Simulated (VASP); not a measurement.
# Mesh, vacuum, cutoff and functional for Pb(110), part 3 of 5

How far does the level below the vacuum of Pb(110) depend on the numerical settings, and how far on the functional?

VASP 6.6.1, plane waves and PAW; the level of theory is named at each step.

So far, highest filled level below the vacuum (eV): step 2 (the base run) 3.76; step 3 (another mesh, mesh points along a 2, k-mesh 2×2×1) 3.94.

## 7. Another vacuum, vacuum width 5

Level of this step: PBEsol; plane waves and PAW (Pb) (VASP).

Too little vacuum lets the faces of neighbouring images overlap, and too much only costs plane waves.

The input, INCAR:

```
SYSTEM = Pb
PREC = Normal
ENCUT = 350
EDIFF = 1E-06
NELM = 120
ISMEAR = 1
SIGMA = 0.1
LREAL = .FALSE.
ALGO = Normal
GGA = PS
NBANDS = 21
LORBIT = 11
LWAVE = .FALSE.
LCHARG = .FALSE.
KPAR = 4
IDIPOL = 3
LDIPOL = .TRUE.
DIPOL = 0.5 0.5 0.5
LVHAR = .TRUE.
LVACPOTAV = .TRUE.
```

The input, POSCAR:

```
Pb
1.0
    4.9500000000      0.0000000000      0.0000000000
    0.0000000000      3.5001785669      0.0000000000
    0.0000000000      0.0000000000     15.5005357006
Pb
7
Direct
    0.0000000000      0.0000000000      0.1612847484
    0.5000000000      0.5000000000      0.2741898322
    0.0000000000      0.0000000000      0.3870949161
    0.5000000000      0.5000000000      0.5000000000
    0.0000000000      0.0000000000      0.6129050839
    0.5000000000      0.5000000000      0.7258101678
    0.0000000000      0.0000000000      0.8387152516
```

The input, KPOINTS:

```
Automatic mesh
0
Gamma
5 7 1
0 0 0
```

The projector-augmented-wave data sets are Pb (PBE family, release 64).

Run with:

```
$ mpirun -np 4 vasp_std
```

The program printed:

```text
[... set-up lines as in an earlier step ...]
 entering main loop
       N       E                     dE             d eps       ncg     rms          rms(c)
DAV:   1     0.102604282136E+03    0.10260E+03   -0.69467E+03   504   0.726E+02
DAV:   2    -0.153394715760E+02   -0.11794E+03   -0.11419E+03   656   0.122E+02
DAV:   3    -0.268451060365E+02   -0.11506E+02   -0.11293E+02   642   0.438E+01
DAV:   4    -0.271622172502E+02   -0.31711E+00   -0.31526E+00   715   0.769E+00
DAV:   5    -0.271688818991E+02   -0.66646E-02   -0.66627E-02   660   0.108E+00    0.118E+01
DAV:   6    -0.270048690571E+02    0.16401E+00   -0.80041E-01   700   0.305E+00    0.698E+00
DAV:   7    -0.270343576199E+02   -0.29489E-01   -0.87815E-01   711   0.390E+00    0.219E+00
DAV:   8    -0.269322038276E+02    0.10215E+00   -0.42182E-01   692   0.247E+00    0.554E-01
DAV:   9    -0.269356094394E+02   -0.34056E-02   -0.31590E-02   633   0.740E-01    0.528E-01
DAV:  10    -0.269357228861E+02   -0.11345E-03   -0.63076E-04   724   0.114E-01    0.477E-01
DAV:  11    -0.269366120056E+02   -0.88912E-03   -0.97873E-04   608   0.121E-01    0.154E-01
DAV:  12    -0.269371406935E+02   -0.52869E-03   -0.59582E-04   616   0.884E-02    0.139E-01
DAV:  13    -0.269371956374E+02   -0.54944E-04   -0.67767E-05   628   0.322E-02    0.116E-01
DAV:  14    -0.269373015709E+02   -0.10593E-03   -0.26740E-05   577   0.162E-02    0.106E-01
DAV:  15    -0.269375142875E+02   -0.21272E-03   -0.37625E-04   564   0.619E-02    0.252E-02
DAV:  16    -0.269375297499E+02   -0.15462E-04   -0.25799E-05   649   0.179E-02    0.288E-02
DAV:  17    -0.269375334961E+02   -0.37462E-05   -0.52030E-06   571   0.881E-03    0.201E-02
DAV:  18    -0.269375381852E+02   -0.46891E-05   -0.92658E-06   561   0.949E-03    0.158E-02
DAV:  19    -0.269375378070E+02    0.37821E-06   -0.98966E-07   450   0.390E-03
 -----------------------------------------------------------------------------
|                                                                             |
|           W    W    AA    RRRRR   N    N  II  N    N   GGGG   !!!           |
|           W    W   A  A   R    R  NN   N  II  NN   N  G    G  !!!           |
|           W    W  A    A  R    R  N N  N  II  N N  N  G       !!!           |
|           W WW W  AAAAAA  RRRRR   N  N N  II  N  N N  G  GGG   !            |
|           WW  WW  A    A  R   R   N   NN  II  N   NN  G    G                |
|           W    W  A    A  R    R  N    N  II  N    N   GGGG   !!!           |
|                                                                             |
|     The minimum charge density times volume of the cell along the axis      |
|     of the dipole correction is larger 1E-1, which could mean that your     |
|     workfunction is not accurate as there is no field free region in        |
|     your cell. Please consider either increasing the size of your cell      |
|     along the dipole correction (vacuum dimension) or perhaps               |
|     increasing the precision of your calculation.                           |
|                                                                             |
 -----------------------------------------------------------------------------

 [... a notice as in an earlier step ...]

   1 F= -.26937538E+02 E0= -.26936054E+02  d E =-.445192E-02
 -----------------------------------------------------------------------------
|                                                                             |
|           W    W    AA    RRRRR   N    N  II  N    N   GGGG   !!!           |
|           W    W   A  A   R    R  NN   N  II  NN   N  G    G  !!!           |
|           W    W  A    A  R    R  N N  N  II  N N  N  G       !!!           |
|           W WW W  AAAAAA  RRRRR   N  N N  II  N  N N  G  GGG   !            |
|           WW  WW  A    A  R   R   N   NN  II  N   NN  G    G                |
|           W    W  A    A  R    R  N    N  II  N    N   GGGG   !!!           |
|                                                                             |
|     The minimum charge density times volume of the cell along the axis      |
|     of the dipole correction is larger 1E-1, which could mean that your     |
|     workfunction is not accurate as there is no field free region in        |
|     your cell. Please consider either increasing the size of your cell      |
|     along the dipole correction (vacuum dimension) or perhaps               |
|     increasing the precision of your calculation.                           |
|                                                                             |
 -----------------------------------------------------------------------------

 [... a notice as in an earlier step ...]
```

The job ended after 10 s (4 MPI ranks of AMD EPYC 7R43, shared host; peak memory 0.6 GiB; 38 s of CPU time).

Parts of OUTCAR (step 7):

```text
   ENCUT  =  350.0 eV  25.72 Ry    5.07 a.u.   7.55  5.34 23.64*2*pi/ulx,y,z

   NELECT =      28.0000    total number of electrons

 E-fermi :   3.0715

 k-point     1 :       0.0000    0.0000    0.0000
  band No.  band energies     occupation
    ...
      9       0.7745      2.00000
     10       1.5852      2.00000
     11       1.5862      2.00000
     12       1.9728      2.00000
     13       2.3215      2.00000
     14       3.1911     -0.07066
     15       3.5480     -0.00000
     16       4.5020     -0.00000
     17       4.8587     -0.00000
     18       5.2801      0.00000
    ...

  Total       -3.6896823     -4.1633092     -2.2622157      0.0000000      0.0000000      0.0000000
  in kB      -22.0118957    -24.8374576    -13.4959197      0.0000000      0.0000000      0.0000000
  external PRESSURE =     -20.1150910 kB  Pullay stress =       0.0000000 kB

 POSITION                                       TOTAL-FORCE (eV/Angst)
 -----------------------------------------------------------------------------------
      0.00000      0.00000      2.50000        -0.000000     -0.000000      0.303155
      2.47500      1.75009      4.25009        -0.000000     -0.000000     -0.346338
      0.00000      0.00000      6.00018        -0.000000     -0.000000     -0.025188
      2.47500      1.75009      7.75027        -0.000000     -0.000000      0.000000
      0.00000      0.00000      9.50036         0.000000     -0.000000      0.025188
      2.47500      1.75009     11.25045        -0.000000     -0.000000      0.346338
      0.00000      0.00000     13.00054        -0.000000      0.000000     -0.303155
 -----------------------------------------------------------------------------------
    total drift:                               -0.000000     -0.000000     -0.000000

  FREE ENERGIE OF THE ION-ELECTRON SYSTEM (eV)
  ---------------------------------------------------
  free  energy   TOTEN  =       -26.9375378070 eV

  energy  without entropy=      -26.9330858879  energy(sigma->0) =      -26.93605383

[... 4 parts as in an earlier step ...]

[... 13 further parts left out ...]
```

Numbers from this step:

```
electronic cycles       : 19
free energy (TOTEN)     : -26.94 eV
energy at zero smearing : -26.94 eV
Fermi energy            : 3.071 eV
```

Force by atom:

```
atom  x (eV/Å)  y (eV/Å)  z (eV/Å)   size
 Pb1     0.000     0.000     0.303  0.303
 Pb2     0.000     0.000    -0.346  0.346
 Pb3     0.000     0.000    -0.025  0.025
 Pb4     0.000     0.000     0.000  0.000
 Pb5     0.000     0.000     0.025  0.025
 Pb6     0.000     0.000     0.346  0.346
 Pb7     0.000     0.000    -0.303  0.303
```

The program found no flat vacuum in this gap and printed no vacuum level, so no level below the vacuum can be given.

## 8. Another vacuum, vacuum width 8

INCAR is that of step 7.

The input, POSCAR:

```
Pb
1.0
    4.9500000000      0.0000000000      0.0000000000
    0.0000000000      3.5001785669      0.0000000000
    0.0000000000      0.0000000000     18.5005357006
Pb
7
Direct
    0.0000000000      0.0000000000      0.2162099555
    0.5000000000      0.5000000000      0.3108066370
    0.0000000000      0.0000000000      0.4054033185
    0.5000000000      0.5000000000      0.5000000000
    0.0000000000      0.0000000000      0.5945966815
    0.5000000000      0.5000000000      0.6891933630
    0.0000000000      0.0000000000      0.7837900445
```

KPOINTS is that of step 7.

Run with:

```
$ mpirun -np 4 vasp_std
```

The program printed:

```text
[... set-up lines as in an earlier step ...]
 entering main loop
       N       E                     dE             d eps       ncg     rms          rms(c)
DAV:   1     0.115680806395E+03    0.11568E+03   -0.67892E+03   504   0.711E+02
DAV:   2    -0.133545764881E+02   -0.12904E+03   -0.12457E+03   685   0.125E+02
DAV:   3    -0.265937936446E+02   -0.13239E+02   -0.12954E+02   628   0.467E+01
DAV:   4    -0.271369906124E+02   -0.54320E+00   -0.54180E+00   730   0.981E+00
[...]
DAV:  16    -0.268700232402E+02   -0.98917E-04   -0.87675E-05   585   0.405E-02    0.167E-02
DAV:  17    -0.268700302607E+02   -0.70205E-05   -0.77162E-06   652   0.117E-02    0.136E-02
DAV:  18    -0.268700302123E+02    0.48432E-07   -0.14773E-07   395   0.187E-03
 [... a notice as in an earlier step ...]

   1 F= -.26870030E+02 E0= -.26867797E+02  d E =-.670027E-02
 [... a notice as in an earlier step ...]
```

Run time: 12 s. Hardware: 4 MPI ranks; peak memory 0.69 GiB; 45 s of CPU time.

Parts of OUTCAR (step 8):

```text
  Total       -3.7158459     -3.6773224     -2.0131423      0.0000000      0.0000000      0.0000000
  in kB      -18.5732789    -18.3807227    -10.0624874      0.0000000      0.0000000      0.0000000
  external PRESSURE =     -15.6721630 kB  Pullay stress =       0.0000000 kB

 POSITION                                       TOTAL-FORCE (eV/Angst)
 -----------------------------------------------------------------------------------
      0.00000      0.00000      4.00000         0.000000      0.000000      0.424892
      2.47500      1.75009      5.75009        -0.000000      0.000000     -0.328219
      0.00000      0.00000      7.50018        -0.000000      0.000000     -0.053217
      2.47500      1.75009      9.25027        -0.000000      0.000000      0.000000
      0.00000      0.00000     11.00036        -0.000000      0.000000      0.053217
      2.47500      1.75009     12.75045        -0.000000     -0.000000      0.328219
      0.00000      0.00000     14.50054         0.000000      0.000000     -0.424892
 -----------------------------------------------------------------------------------
    total drift:                               -0.000000     -0.000000     -0.000000

  FREE ENERGIE OF THE ION-ELECTRON SYSTEM (eV)
  ---------------------------------------------------
  free  energy   TOTEN  =       -26.8700302123 eV

  energy  without entropy=      -26.8633299467  energy(sigma->0) =      -26.86779679

[... 1 part as in an earlier step ...]

[... 2 further parts left out ...]
[key lines of the parts left out:]
E-fermi :   1.9112
```

The program found no flat vacuum in this gap and printed no vacuum level, so no level below the vacuum can be given.

## 9. Another vacuum, vacuum width 24

INCAR is that of step 8.

The input, POSCAR:

```
Pb
1.0
    4.9500000000      0.0000000000      0.0000000000
    0.0000000000      3.5001785669      0.0000000000
    0.0000000000      0.0000000000     34.5005357006
Pb
7
Direct
    0.0000000000      0.0000000000      0.3478206862
    0.5000000000      0.5000000000      0.3985471241
    0.0000000000      0.0000000000      0.4492735621
    0.5000000000      0.5000000000      0.5000000000
    0.0000000000      0.0000000000      0.5507264379
    0.5000000000      0.5000000000      0.6014528759
    0.0000000000      0.0000000000      0.6521793138
```

KPOINTS is that of step 8.

Run with:

```
$ mpirun -np 4 vasp_std
```

The program printed:

```text
[... set-up lines as in an earlier step ...]
 entering main loop
       N       E                     dE             d eps       ncg     rms          rms(c)
DAV:   1     0.144698270409E+03    0.14470E+03   -0.62242E+03   504   0.655E+02
DAV:   2    -0.922688782339E+01   -0.15393E+03   -0.14824E+03   767   0.126E+02
DAV:   3    -0.262222470191E+02   -0.16995E+02   -0.16827E+02   582   0.506E+01
DAV:   4    -0.271335571199E+02   -0.91131E+00   -0.90867E+00   808   0.119E+01
[...]
DAV:  26    -0.268695163783E+02   -0.19309E-05   -0.38530E-08   391   0.665E-04    0.887E-04
DAV:  27    -0.268695179885E+02   -0.16102E-05   -0.38525E-08   409   0.577E-04    0.906E-04
DAV:  28    -0.268695181715E+02   -0.18305E-06   -0.62162E-09   362   0.289E-04
 [... a notice as in an earlier step ...]

   1 F= -.26869518E+02 E0= -.26867570E+02  d E =-.584451E-02
```

The job ended after 30 s (4 MPI ranks; peak memory 0.99 GiB).

OUTCAR, selected parts (step 9):

```text
  Total       -3.6928270     -3.6480510     -2.0355476      0.0000000      0.0000000      0.0000000
  in kB       -9.8980194     -9.7780047     -5.4559528      0.0000000      0.0000000      0.0000000
  external PRESSURE =      -8.3773256 kB  Pullay stress =       0.0000000 kB

 POSITION                                       TOTAL-FORCE (eV/Angst)
 -----------------------------------------------------------------------------------
      0.00000      0.00000     12.00000        -0.000000      0.000000      0.429877
      2.47500      1.75009     13.75009         0.000000      0.000000     -0.326297
      0.00000      0.00000     15.50018         0.000000      0.000000     -0.056710
      2.47500      1.75009     17.25027         0.000000      0.000000      0.000000
      0.00000      0.00000     19.00036         0.000000     -0.000000      0.056710
      2.47500      1.75009     20.75045        -0.000000      0.000000      0.326297
      0.00000      0.00000     22.50054         0.000000      0.000000     -0.429877
 -----------------------------------------------------------------------------------
    total drift:                               -0.000000     -0.000000     -0.000000

  FREE ENERGIE OF THE ION-ELECTRON SYSTEM (eV)
  ---------------------------------------------------
  free  energy   TOTEN  =       -26.8695181715 eV

  energy  without entropy=      -26.8636736590  energy(sigma->0) =      -26.86757000

[... 1 part as in an earlier step ...]

[... 2 further parts left out ...]
[key lines of the parts left out:]
E-fermi :  -0.7184
```

Against the base run its depth below the vacuum changes by -0.00 eV and the energy by -0.1 meV an atom.

## 10. Comparing the runs

Times are for 4 MPI ranks of AMD EPYC 7R43, shared host. The runs compared:

```
no.  vacuum width  electronic cycles  time  memory (GiB)
  1             5                 19  10 s           0.6
  2             8                 18  12 s          0.69
  3            24                 28  30 s          0.99
```

## 11. A lower cutoff, ENCUT 210

A lower cutoff is cheaper, and the test is whether a potential difference survives it better than the total energy.

INCAR, as its differences from that of step 9:

```diff
@@ -2,3 +2,3 @@
 PREC = Normal
-ENCUT = 350
+ENCUT = 210
 EDIFF = 1E-06
```

The input, POSCAR:

```
Pb
1.0
    4.9500000000      0.0000000000      0.0000000000
    0.0000000000      3.5001785669      0.0000000000
    0.0000000000      0.0000000000     28.5005357006
Pb
7
Direct
    0.0000000000      0.0000000000      0.3157835381
    0.5000000000      0.5000000000      0.3771890254
    0.0000000000      0.0000000000      0.4385945127
    0.5000000000      0.5000000000      0.5000000000
    0.0000000000      0.0000000000      0.5614054873
    0.5000000000      0.5000000000      0.6228109746
    0.0000000000      0.0000000000      0.6842164619
```

KPOINTS is that of step 9.

Run with:

```
$ mpirun -np 4 vasp_std
```

The program printed:

```text
[... set-up lines as in an earlier step ...]
 entering main loop
       N       E                     dE             d eps       ncg     rms          rms(c)
DAV:   1     0.104409561038E+03    0.10441E+03   -0.50535E+03   504   0.453E+02
DAV:   2    -0.143121035214E+02   -0.11872E+03   -0.11534E+03   756   0.111E+02
DAV:   3    -0.265055522984E+02   -0.12193E+02   -0.12031E+02   574   0.424E+01
DAV:   4    -0.271406016307E+02   -0.63505E+00   -0.63183E+00   825   0.996E+00
[...]
DAV:  26    -0.268665623169E+02   -0.16866E-05   -0.44651E-08   396   0.836E-04    0.172E-03
DAV:  27    -0.268665651754E+02   -0.28585E-05   -0.94019E-08   418   0.823E-04    0.972E-04
DAV:  28    -0.268665660604E+02   -0.88499E-06   -0.28559E-08   391   0.491E-04
 [... a notice as in an earlier step ...]

   1 F= -.26866566E+02 E0= -.26864618E+02  d E =-.584360E-02
```

Wall time 11 s (4 MPI ranks); peak memory 0.56 GiB.

Parts of OUTCAR (step 11):

```text
  Total       -3.6851007     -3.6395737     -2.0299414      0.0000000      0.0000000      0.0000000
  in kB      -11.9567050    -11.8089879     -6.5863629      0.0000000      0.0000000      0.0000000
  external PRESSURE =     -10.1173520 kB  Pullay stress =       0.0000000 kB

 POSITION                                       TOTAL-FORCE (eV/Angst)
 -----------------------------------------------------------------------------------
      0.00000      0.00000      9.00000        -0.000000      0.000000      0.430194
      2.47500      1.75009     10.75009        -0.000000     -0.000000     -0.326395
      0.00000      0.00000     12.50018         0.000000     -0.000000     -0.056798
      2.47500      1.75009     14.25027        -0.000000     -0.000000      0.000000
      0.00000      0.00000     16.00036        -0.000000      0.000000      0.056798
      2.47500      1.75009     17.75045        -0.000000     -0.000000      0.326395
      0.00000      0.00000     19.50054        -0.000000     -0.000000     -0.430194
 -----------------------------------------------------------------------------------
    total drift:                               -0.000000     -0.000000     -0.000000

  FREE ENERGIE OF THE ION-ELECTRON SYSTEM (eV)
  ---------------------------------------------------
  free  energy   TOTEN  =       -26.8665660604 eV

  energy  without entropy=      -26.8607224595  energy(sigma->0) =      -26.86461819

[... 1 part as in an earlier step ...]

[... 2 further parts left out ...]
[key lines of the parts left out:]
E-fermi :  -0.0787
```

Numbers from this step:

```yaml
energy_at_zero_smearing: -26.86 eV
fermi_energy: -0.0787 eV
vacuum_levels: 3.678, 3.678 eV
work_functions_of_the_upper_and_lower_face: 3.757, 3.757 eV
highest_filled_level_below_the_vacuum: 3.757 eV
```

Against the base run its depth below the vacuum changes by -0.00 eV and the energy by +0.4 meV an atom.

[end of part 3 of 5]

[Lines on the potential files, build, host, timing and source positions are cut from VASP's logs without a mark.]

[Logs are printed without paths, hosts, clocks, repeated set-up lines and the standing remarks that a program may print on its own settings, such as how far it seeks lower states.]

[Hosts, paths, dates, database ids (printed as entryN), source tags and the programs' standing remarks are cut or masked in the printed files.]

[In band tables of VASP the shares of atoms and orbitals are scaled to a sum of 1 inside the atoms' spheres.]

[Runs that stopped without an error message from VASP are left out.]
